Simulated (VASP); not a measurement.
A run of VASP 6.6.1:

File INCAR:

```
PREC     = Accurate       # precision mode
ENCUT    = 600            # plane-wave cutoff, eV
EDIFF    = 1E-7           # SCF threshold, eV
ISMEAR   = 1              # smearing method
SIGMA    = 0.02           # smearing width, eV
LREAL    = F              # projectors in reciprocal space
LASPH    = T              # aspherical terms in the spheres
NELM     = 100            # most SCF steps
ALGO     = Normal         # electronic algorithm
ISIF     = 3              # what is computed and relaxed
LWAVE    = F              # write WAVECAR
LCHARG   = F              # write CHGCAR
GGA      = PE             # functional
IBRION   = 2              # ionic algorithm
NSW      = 60             # ionic steps
EDIFFG   = -0.03          # ionic threshold
```

Contents of KPOINTS:

```
Automatic mesh
0
Gamma
  4 4 4
```

The input POSCAR:

```
LiCaBr3
1.0
    5.0631252281      0.0000000000      0.0000000000
    0.0000000000      5.0631252281      0.0000000000
    0.0000000000      0.0000000000      5.0631252281
Ca Li Br
1 1 3
Direct
    0.0000000000      0.0000000000      0.0000000000
    0.5000000000      0.5000000000      0.5000000000
    0.5000000000      0.5000000000      0.0000000000
    0.0000000000      0.5000000000      0.5000000000
    0.5000000000      0.0000000000      0.5000000000
```

Potentials or basis: VASP PAW PBE potentials, release 64 (Ca_sv, Li_sv, Br).

Run with:

```sh
$ cat potpaw_PBE.64/Ca_sv/POTCAR potpaw_PBE.64/Li_sv/POTCAR potpaw_PBE.64/Br/POTCAR > POTCAR
$ mpirun -np 1 vasp_std > vasp.out
```

Hardware: 1 thread of Intel(R) Xeon(R) Platinum 8488C (Sapphire Rapids), with other jobs on the host.

Task: Estimate the wall time of this run.

Result: It took 21 s on 1 thread of Intel(R) Xeon(R) Platinum 8488C (Sapphire Rapids), on a shared host, peak memory 0.26 GiB. Counts: scf iterations 14, k points 10, ion steps 1.
